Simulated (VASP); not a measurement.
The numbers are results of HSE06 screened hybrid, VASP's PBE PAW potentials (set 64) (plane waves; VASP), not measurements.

VASP input:

INCAR:
```
! general
SYSTEM    =  Al35CN36
PREC      =  Normal
ENCUT     =  400
LREAL     =  Auto
LASPH     =  .TRUE.
ISYM      =  0
NELECT    =  288.0

! electronic loop
EDIFF     =  1E-5
NELM      =  50
NELMIN    =  4
ALGO      =  Normal

! smearing
ISMEAR    =  0
SIGMA     =  0.05

! functional
GGA       =  PE
LHFCALC   =  .TRUE.
AEXX      =  0.25
HFSCREEN  =  0.2
PRECFOCK  =  Fast

! ions
ISIF      =  0

! output
LWAVE     =  .FALSE.
LCHARG    =  .FALSE.
```

POSCAR:
```
Al35CN36
1
    4.6932676572    -8.1289780182     0.0000000000
    4.6932676572     8.1289780182     0.0000000000
    0.0000000000     0.0000000000    10.0192026154
Al N C
35 36 1
Direct
  0.2222804203   0.1112098520   0.2494504334
  0.1122789915   0.2242250710   0.9997474868
  0.2220914647   0.1107195105   0.7516943411
  0.1168297831   0.2232412316   0.5013121268
  0.2295363030   0.4480990417   0.2519157694
  0.1123463914   0.5549762705   0.9997447728
  0.2220774160   0.4444137712   0.7421258481
  0.1168460760   0.5601791015   0.5013067626
  0.2222825422   0.7777561948   0.2494503978
  0.1110982161   0.8889573579   0.0007147472
  0.2221370872   0.7782045763   0.7516582261
  0.1112520423   0.8888991526   0.5007690145
  0.5562564703   0.1113581896   0.2500028646
  0.4451500333   0.2239928785   0.9997767796
  0.5557532976   0.1111518189   0.7506483226
  0.4400293221   0.2230418664   0.5012998686
  0.5519565431   0.4479585716   0.2519948013
  0.4445162731   0.5555555473   0.9966341891
  0.5558930303   0.4442783471   0.7421890105
  0.5519701416   0.7704908212   0.2519483104
  0.4451311744   0.8877880335   0.9997899132
  0.5558639917   0.7781716669   0.7422423806
  0.4400805561   0.8834345419   0.5013103591
  0.8885774021   0.1114038424   0.2500056476
  0.7778264739   0.2222506125   0.0004424801
  0.8890052784   0.1112235644   0.7506421346
  0.7779847903   0.2221788352   0.5015047934
  0.8886076611   0.4436508405   0.2499776081
  0.7759367198   0.5547662015   0.9997668847
  0.8890863487   0.4444467784   0.7506190422
  0.7770459103   0.5600068349   0.5013224878
  0.8887260211   0.7775914205   0.2494932386
  0.7758858481   0.8877994992   0.9997965230
  0.8894973842   0.7780882390   0.7517789749
  0.7770622028   0.8833945276   0.5013622212
  0.2217639508   0.1099427360   0.4405408447
  0.1127261182   0.2255419510   0.1939908182
  0.2224596930   0.1116870149   0.9430110026
  0.1112793197   0.2215360181   0.6906942578
  0.2590705293   0.4628079575   0.4513592695
  0.1127551296   0.5539064450   0.1939383568
  0.2247351112   0.4458135979   0.9346492759
  0.1113454094   0.5565880990   0.6907036294
  0.2218343697   0.7784127000   0.4405179337
  0.1110964783   0.8888549065   0.1917096575
  0.2224903710   0.7776721954   0.9429805828
  0.1112284781   0.8889975376   0.6923159138
  0.5551084840   0.1107657817   0.4421890742
  0.4461569631   0.2253798386   0.1940076261
  0.5549610978   0.1107860542   0.9424490069
  0.4437202835   0.2213840247   0.6907205176
  0.5374211338   0.4627203423   0.4513360829
  0.4445311161   0.5554871513   0.1857300350
  0.5543673711   0.4455610432   0.9346443030
  0.4446848364   0.5556157482   0.6589614471
  0.5373676181   0.7410592753   0.4513301465
  0.4461232081   0.8872529678   0.1939527801
  0.5542948812   0.7753891335   0.9347298078
  0.4437416616   0.8889241719   0.6907353683
  0.8894153794   0.1107883729   0.4421818818
  0.7777740820   0.2221266653   0.1916582716
  0.8892403966   0.1108355972   0.9424571249
  0.7779143520   0.2222669680   0.6924726210
  0.8894389196   0.4450019666   0.4421829206
  0.7745070029   0.5536963093   0.1940292103
  0.8893251376   0.4451220286   0.9424456298
  0.7787964504   0.5564302393   0.6907487454
  0.8901893602   0.7782817061   0.4405781183
  0.7744992988   0.8872592882   0.1940290677
  0.8883387840   0.7775290788   0.9430963061
  0.7787390951   0.8889560719   0.6907570728
  0.4446525202   0.5555964052   0.5036665292
```

**KPOINTS**
```
K-points
0
Gamma
  1 1 1
```

POTCAR, in this order: Al N C (PBE.64 set). Program: vasp_gam. Read from the step before: WAVECAR.

Output

**OSZICAR**
```
       N       E                     dE             d eps       ncg     rms          rms(c)
DAV:   1    -0.633426436629E+03   -0.63343E+03   -0.17794E+01   450   0.864E+00    0.489E+01
DAV:   2    -0.633542498098E+03   -0.11606E+00   -0.36330E-01   415   0.145E+00    0.334E+01
DAV:   3    -0.633523146983E+03    0.19351E-01   -0.16170E-02   428   0.321E-01    0.206E+01
DAV:   4    -0.633515684568E+03    0.74624E-02   -0.55491E-03   404   0.162E-01    0.122E+01
DAV:   5    -0.633513270360E+03    0.24142E-02   -0.92297E-04   404   0.705E-02    0.716E+00
DAV:   6    -0.633512442110E+03    0.82825E-03   -0.28042E-04   407   0.443E-02    0.415E+00
DAV:   7    -0.633512180590E+03    0.26152E-03   -0.10676E-04   412   0.270E-02    0.239E+00
DAV:   8    -0.633512097429E+03    0.83160E-04   -0.23288E-05   255   0.141E-02    0.139E+00
DAV:   9    -0.633512072810E+03    0.24620E-04   -0.14910E-05   215   0.117E-02    0.802E-01
DAV:  10    -0.633512067705E+03    0.51051E-05   -0.62153E-06   212   0.698E-03
   1 F= -.63351207E+03 E0= -.63351207E+03  d E =-.982576E-18
```

File OUTCAR:
```
------------------------ aborting loop because EDIFF is reached ----------------------------------------
  volume of cell :      764.49
      direct lattice vectors                 reciprocal lattice vectors
     4.693267657 -8.128978018  0.000000000     0.106535582 -0.061508347  0.000000000
     4.693267657  8.128978018  0.000000000     0.106535582  0.061508347  0.000000000
     0.000000000  0.000000000 10.019202615     0.000000000  0.000000000  0.099808342
  FREE ENERGIE OF THE ION-ELECTRON SYSTEM (eV)
  ---------------------------------------------------
  free  energy   TOTEN  =      -633.5120677045 eV

  energy  without entropy=     -633.5120677045  energy(sigma->0) =     -633.51206770

  exchange ACFDT corr.  =         0.00000000  see jH, gK, PRB 81, 115126
```
(Selected blocks of OUTCAR.)

The cell is charged, with a uniform compensating background. The supercell is sampled at Γ alone, which is coarse: total energies, pressure and levels can be off, energies of defects by several tenths of an eV.

The cell is a supercell with a defect, built from AlN (wurtzite): C_Al, charge +1. The cell's shape comes from a PBE relaxation. The run is not spin-polarised, so no state with unpaired spins was tried.
